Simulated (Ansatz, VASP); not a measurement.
# PtS2 in two plane-wave programs

One calculation is typed for both programs; each brings its own data sets. How far apart do they land? The cell is taken from a series of runs on this material, whose earlier steps may have relaxed, scaled, displaced or heated it; both programs get it as it stands.

Method: plane waves, with VASP 6.6.1 beside it; zone-centre phonons at PBE with D3(BJ), in Ansatz 0.2.0.

### 1. The structure

The structure is trigonal, space group P-3m1 (No. 164). Conventional cell: a = 3.511 Å, b = 3.511 Å, c = 4.835 Å, α = 90.00°, β = 90.00°, γ = 120.00°. S has 3 Pt at 2.38 Å nearest. Nearest to Pt lie 6 S at 2.38 Å. Farther neighbours and most contacts between anions are not listed.

Structure file:

```xyz
3
Lattice="3.5114 0.0000 0.0000 -1.7557 3.0410 0.0000 0.0000 0.0000 4.8350" Properties=species:S:1:pos:R:3 pbc="T T T"
S     0.0000    2.0273    1.2468
S     1.7557    1.0137    3.5883
Pt    0.0000    0.0000    0.0000
```

### 2. VASP: zone-centre phonons, PBE with D3(BJ)

Second derivatives magnify differences that forces hide, and they need a tight electronic threshold.

Lines of VASP's logs that name or quote its potential files are left out, and so is its time.

The input, INCAR:

```
SYSTEM = PtS2
PREC = Accurate
ENCUT = 500
EDIFF = 1E-08
NELM = 120
ISMEAR = 0
SIGMA = 0.01
LREAL = .FALSE.
ALGO = Normal
GGA = PE
IVDW = 12
NBANDS = 17
LASPH = .TRUE.
LORBIT = 11
LWAVE = .FALSE.
LCHARG = .FALSE.
ISIF = 2
IBRION = 6
NFREE = 2
POTIM = 0.015
NSW = 1
GGA_COMPAT = .FALSE.
EFERMI = MIDGAP
KPAR = 2
```

The input, POSCAR:

```
PtS2
1.0
    3.5114242441      0.0000000000      0.0000000000
   -1.7557121221      3.0409825988      0.0000000000
    0.0000000000      0.0000000000      4.8350406616
S Pt
2 1
Direct
    0.3333333333      0.6666666667      0.2578601277
    0.6666666667      0.3333333333      0.7421398723
    0.0000000000      0.0000000000      0.0000000000
```

The input, KPOINTS:

```
Automatic mesh
0
Gamma
12 12 8
0 0 0
```

The projector-augmented-wave data sets are S and Pt (PBE family, release 64).

Started as:

```console
mpirun -np 2 vasp_std
```

Numbers of over 12 decimals in the logs are rounded to 6 here.

What it wrote:

```text
[banner, memory and clock lines left out]
running    2 mpi-ranks, on    1 nodes
 distrk:  each k-point on    1 cores,    2 groups
 distr:  one band on    1 cores,    1 groups

 POSCAR found type information on POSCAR S Pt
 POSCAR found :  2 types and       3 ions
 LDA part: xc-table for (Slater+PW92), standard interpolation
 POSCAR, INCAR and KPOINTS ok, starting setup
 FFT: planning ... GRIDC
 FFT: planning ... GRID_SOFT
 FFT: planning ... GRID
 WAVECAR not read
 entering main loop
       N       E                     dE             d eps       ncg     rms          rms(c)
DAV:   1     0.108956545366E+03    0.10896E+03   -0.10372E+04  4534   0.112E+03
DAV:   2    -0.117269278938E+02   -0.12068E+03   -0.11718E+03  5486   0.226E+02
DAV:   3    -0.165357677931E+02   -0.48088E+01   -0.47811E+01  5777   0.467E+01
DAV:   4    -0.165808136768E+02   -0.45046E-01   -0.45025E-01  5802   0.499E+00
DAV:   5    -0.165815054647E+02   -0.69179E-03   -0.69172E-03  6014   0.598E-01    0.188E+01
DAV:   6    -0.155268454219E+02    0.10547E+01   -0.65263E+00  4531   0.252E+01    0.126E+01
DAV:   7    -0.153018734409E+02    0.22497E+00   -0.12058E+00  4538   0.114E+01    0.604E+00
DAV:   8    -0.152872216475E+02    0.14652E-01   -0.63972E-02  5207   0.184E+00    0.127E+00
DAV:   9    -0.152836550168E+02    0.35666E-02   -0.10482E-02  5353   0.109E+00    0.211E-01
DAV:  10    -0.152838463307E+02   -0.19131E-03   -0.14631E-03  5739   0.261E-01    0.107E-01
DAV:  11    -0.152838908698E+02   -0.44539E-04   -0.60137E-05  5342   0.592E-02    0.411E-02
DAV:  12    -0.152838934641E+02   -0.25943E-05   -0.10090E-05  5639   0.302E-02    0.106E-02
DAV:  13    -0.152838947679E+02   -0.13038E-05   -0.10175E-06  5540   0.743E-03    0.477E-03
DAV:  14    -0.152838950292E+02   -0.26130E-06   -0.38451E-07  5356   0.382E-03    0.186E-03
DAV:  15    -0.152838949652E+02    0.63977E-07   -0.31905E-08  5846   0.133E-03    0.704E-04
DAV:  16    -0.152838949026E+02    0.62598E-07   -0.76353E-09  3845   0.536E-04    0.223E-04
DAV:  17    -0.152838948929E+02    0.96768E-08   -0.10110E-09  2450   0.212E-04
   1 F= -.16641845E+02 E0= -.16641845E+02  d E =-.368134-110
[... from here on, the cycles between the ionic steps are left out ...]
   2 F= -.16640757E+02 E0= -.16640757E+02  d E =-.134946-106
   3 F= -.16640757E+02 E0= -.16640757E+02  d E =-.129229-106
   4 F= -.16639898E+02 E0= -.16639898E+02  d E =-.689174E-82
   5 F= -.16641240E+02 E0= -.16641240E+02  d E =-.328605-128
   6 F= -.16639860E+02 E0= -.16639860E+02  d E =-.270885-111
   7 F= -.16639860E+02 E0= -.16639860E+02  d E =-.271682-111
   8 F= -.16639772E+02 E0= -.16639772E+02  d E =-.495955E-96
 Finite differences progress:
  Degree of freedom:   4/  4
  Displacement:        1/  2
  Total:               7/  8
 bond charge predicted
       N       E                     dE             d eps       ncg     rms          rms(c)
DAV:   1    -0.152760173275E+02    0.58045E-02   -0.47905E+00  4471   0.116E+01    0.608E-01
DAV:   2    -0.152825478083E+02   -0.65305E-02   -0.69555E-02  5576   0.187E+00    0.254E-01
DAV:   3    -0.152819562138E+02    0.59159E-03   -0.18921E-03  5450   0.294E-01    0.144E-01
DAV:   4    -0.152818121498E+02    0.14406E-03   -0.75841E-04  5453   0.155E-01    0.510E-02
DAV:   5    -0.152818240447E+02   -0.11895E-04   -0.58520E-05  5462   0.479E-02    0.173E-02
DAV:   6    -0.152818215933E+02    0.24514E-05   -0.15505E-05  5251   0.245E-02    0.663E-03
DAV:   7    -0.152818217957E+02   -0.20238E-06   -0.14948E-06  5745   0.912E-03    0.238E-03
DAV:   8    -0.152818217920E+02    0.36789E-08   -0.25029E-07  5008   0.314E-03    0.684E-04
DAV:   9    -0.152818218005E+02   -0.84428E-08   -0.11213E-08  4142   0.746E-04
   9 F= -.16639772E+02 E0= -.16639772E+02  d E =-.497472E-96
 Finite differences progress:
  Degree of freedom:   4/  4
  Displacement:        2/  2
  Total:               8/  8
```

Parts of OUTCAR (step 2):

```text
ion  position               nearest neighbor table
   1  0.333  0.667  0.258-   3 2.38   3 2.38   3 2.38
   2  0.667  0.333  0.742-   3 2.38   3 2.38   3 2.38
   3  0.000  0.000  0.000-   1 2.38   2 2.38   1 2.38   2 2.38   2 2.38   1 2.38

  LATTYP: Found a hexagonal cell.
 ALAT       =     3.5114242441
 C/A-ratio  =     1.3769457421

 Subroutine GETGRP returns: Found 12 space group operations
 (whereof 12 operations were pure point group operations)

The static configuration has the point symmetry D_3d.

 Found    131 irreducible k-points:

   k-points           NKPTS =    131   k-points in BZ     NKDIM =    131   number of bands    NBANDS=     17

   dimension x,y,z NGX =    28 NGY =   28 NGZ =   36
   dimension x,y,z NGXF=    56 NGYF=   56 NGZF=   72

   ENCUT  =  500.0 eV  36.75 Ry    6.06 a.u.   6.40  6.40  8.82*2*pi/ulx,y,z

   NELECT =      22.0000    total number of electrons

 k-points in reciprocal lattice and weights: Automatic mesh
   0.00000000  0.00000000  0.00000000       0.001
   0.08333333 -0.00000000  0.00000000       0.005
   0.16666667  0.00000000  0.00000000       0.005
   0.25000000  0.00000000  0.00000000       0.005
   0.33333333 -0.00000000  0.00000000       0.005
   0.41666667 -0.00000000  0.00000000       0.005
   0.50000000  0.00000000  0.00000000       0.003
   0.08333333  0.08333333  0.00000000       0.005
   0.16666667  0.08333333  0.00000000       0.010
[...]
0.33333333  0.25000000  0.50000000       0.010
   0.33333333  0.33333333  0.50000000       0.002

 Edisp (eV)   -1.35795

 average (electrostatic) potential at core
       1 -84.6219       2 -84.6705       3 -67.5619

 E-fermi :   8.0634

 k-point     1 :       0.0000    0.0000    0.0000
  band No.  band energies     occupation
    ...
      7       3.7161      2.00000
      8       5.3547      2.00000
      9       6.5263      2.00000
     10       6.5263      2.00000
     11       7.9183      2.00000
     12       9.3459      0.00000
     13       9.3459      0.00000
     14      11.9128      0.00000
     15      13.2572      0.00000
     16      15.5994      0.00000
    ...

 k-point     2 :       0.0833   -0.0000    0.0000
  band No.  band energies     occupation
    ...
      7       3.6467      2.00000
      8       5.1701      2.00000
      9       6.3703      2.00000
     10       6.5058      2.00000
     11       7.7076      2.00000
     12       9.2719      0.00000
     13       9.3480      0.00000
     14      12.4331      0.00000
     15      13.6264      0.00000
     16      15.4043      0.00000
    ...

 k-point     3 :       0.1667    0.0000    0.0000
  band No.  band energies     occupation
    ...
      7       3.4998      2.00000
      8       4.7234      2.00000
      9       6.1119      2.00000
     10       6.3664      2.00000
     11       7.1315      2.00000
     12       9.3362      0.00000
     13       9.4314      0.00000
     14      13.2849      0.00000
     15      14.3066      0.00000
     16      15.4012      0.00000
    ...

 Edisp (eV)   -1.35795

  Total       1.39322     1.39322    -0.10490    -0.00000     0.00000    -0.00000
  in kB      43.23485    43.23485    -3.25523    -0.00000     0.00000    -0.00000
  external pressure =       27.74 kB  Pullay stress =        0.00 kB

  energy-cutoff  :      500.00
  volume of cell :       51.63
      direct lattice vectors                 reciprocal lattice vectors
     3.511424244  0.000000000  0.000000000     0.284784728  0.164420540  0.000000000
    -1.755712122  3.040982599  0.000000000     0.000000000  0.328841079  0.000000000
     0.000000000  0.000000000  4.835040662     0.000000000  0.000000000  0.206823493

 POSITION                                       TOTAL-FORCE (eV/Angst)
 -----------------------------------------------------------------------------------
     -0.00000      2.02732      1.24676        -0.000000      0.000000     -0.180960
      1.75571      1.01366      3.58828         0.000000      0.000000     -0.095498
      0.00000      0.00000     -0.01500         0.000000     -0.000000      0.276457
 -----------------------------------------------------------------------------------
    total drift:                                0.000000      0.000000     -0.000083

  FREE ENERGIE OF THE ION-ELECTRON SYSTEM (eV)
  ---------------------------------------------------
  free  energy   TOTEN  =       -16.6397718843 eV

  energy  without entropy=      -16.6397718843  energy(sigma->0) =      -16.63977188

 Eigenvectors and eigenvalues of the dynamical matrix
 ----------------------------------------------------

   1 f  =   10.132127 THz    63.662033 2PiTHz  337.971385 cm-1    41.903092 meV
             X         Y         Z           dx          dy          dz
     -0.000000  2.027322  1.246764    -0.000000    0.000000   -0.707107
      1.755712  1.013661  3.588276    -0.000000    0.000000    0.707107
      0.000000  0.000000  0.000000     0.000000   -0.000000   -0.000000

   2 f  =    9.661138 THz    60.702718 2PiTHz  322.260862 cm-1    39.955237 meV
             X         Y         Z           dx          dy          dz
     -0.000000  2.027322  1.246764    -0.000000    0.000000   -0.613436
      1.755712  1.013661  3.588276    -0.000000    0.000000   -0.613436
      0.000000  0.000000  0.000000    -0.000000    0.000000    0.497386

   3 f  =    9.452200 THz    59.389923 2PiTHz  315.291448 cm-1    39.091140 meV
             X         Y         Z           dx          dy          dz
     -0.000000  2.027322  1.246764     0.572292   -0.220747   -0.000000
      1.755712  1.013661  3.588276     0.572292   -0.220747    0.000000
      0.000000  0.000000  0.000000    -0.464166    0.179040    0.000000

   4 f  =    9.452200 THz    59.389923 2PiTHz  315.291448 cm-1    39.091140 meV
             X         Y         Z           dx          dy          dz
     -0.000000  2.027322  1.246764     0.220747    0.572292    0.000000
      1.755712  1.013661  3.588276     0.220747    0.572292   -0.000000
      0.000000  0.000000  0.000000    -0.179040   -0.464166   -0.000000

   5 f  =    8.959679 THz    56.295322 2PiTHz  298.862712 cm-1    37.054237 meV
             X         Y         Z           dx          dy          dz
     -0.000000  2.027322  1.246764    -0.659730    0.254473   -0.000000
      1.755712  1.013661  3.588276     0.659730   -0.254473    0.000000
      0.000000  0.000000  0.000000    -0.000000   -0.000000   -0.000000

   6 f  =    8.959679 THz    56.295322 2PiTHz  298.862712 cm-1    37.054237 meV
             X         Y         Z           dx          dy          dz
     -0.000000  2.027322  1.246764     0.254473    0.659730   -0.000000
      1.755712  1.013661  3.588276    -0.254473   -0.659730    0.000000
      0.000000  0.000000  0.000000    -0.000000   -0.000000   -0.000000

   7 f/i=    0.000211 THz     0.001325 2PiTHz    0.007037 cm-1     0.000872 meV
             X         Y         Z           dx          dy          dz
     -0.000000  2.027322  1.246764    -0.000000   -0.000000    0.351705
      1.755712  1.013661  3.588276    -0.000000   -0.000000    0.351705
      0.000000  0.000000  0.000000    -0.000000   -0.000000    0.867530

   8 f/i=    0.001035 THz     0.006501 2PiTHz    0.034514 cm-1     0.004279 meV
             X         Y         Z           dx          dy          dz
     -0.000000  2.027322  1.246764    -0.002118   -0.351779   -0.000000
      1.755712  1.013661  3.588276    -0.002118   -0.351779   -0.000000
      0.000000  0.000000  0.000000    -0.005223   -0.867448   -0.000000

   9 f/i=    0.001035 THz     0.006501 2PiTHz    0.034514 cm-1     0.004279 meV
             X         Y         Z           dx          dy          dz
     -0.000000  2.027322  1.246764    -0.351779    0.002118    0.000000
      1.755712  1.013661  3.588276    -0.351779    0.002118    0.000000
      0.000000  0.000000  0.000000    -0.867448    0.005223    0.000000

 ELASTIC MODULI CONTR FROM IONIC RELAXATION (kBar)
 Direction    XX          YY          ZZ          XY          YZ          ZX
 --------------------------------------------------------------------------------
 XX        -820.3990   -415.6642   -787.7649      0.0000    375.9573     -0.0000
 YY        -415.6642   -820.3990   -787.7649      0.0000   -375.9573      0.0000
 ZZ        -787.7649   -787.7649  -1004.1131      0.0000      0.0000     -0.0000
 XY           0.0000      0.0000      0.0000   -202.3674      0.0000    375.9584
 YZ         375.9573   -375.9573      0.0000      0.0000   -698.4519      0.0000
 ZX          -0.0000      0.0000     -0.0000    375.9584      0.0000   -698.4560
 --------------------------------------------------------------------------------

 total charge
# of ion       s       p       d       tot
------------------------------------------
    1        1.366   2.277   0.000   3.643
    2        1.366   2.277   0.000   3.643
    3        0.704   0.800   7.998   9.503
--------------------------------------------------
tot          3.437   5.355   7.998  16.789

[... 3 further parts left out ...]
```

CONTCAR:

```
PtS2
   1.00000000000000
     3.5114242441000001    0.0000000000000000    0.0000000000000000
    -1.7557121221000000    3.0409825987999999    0.0000000000000000
     0.0000000000000000    0.0000000000000000    4.8350406615999999
  S               Pt
     2     1
Direct
     0.3333333332999970    0.6666666667000030    0.2578601276999990
     0.6666666667000030    0.3333333332999970    0.7421398723000010
     0.0000000000000000    0.0000000000000000   -0.0031023523998734
```

Levels, forces or a CONTCAR printed for this step are those of its last displaced cell, not of the structure at rest.

(Part 1 of 2 ends here.)

[Lines on the potential files, build, host, timing and source positions are cut from VASP's logs without a mark.]

[Logs are printed without paths, hosts, clocks, repeated set-up lines and the standing remarks that a program may print on its own settings, such as how far it seeks lower states.]

[Hosts, paths, dates, database ids (printed as entryN), source tags and the programs' standing remarks are cut or masked in the printed files.]
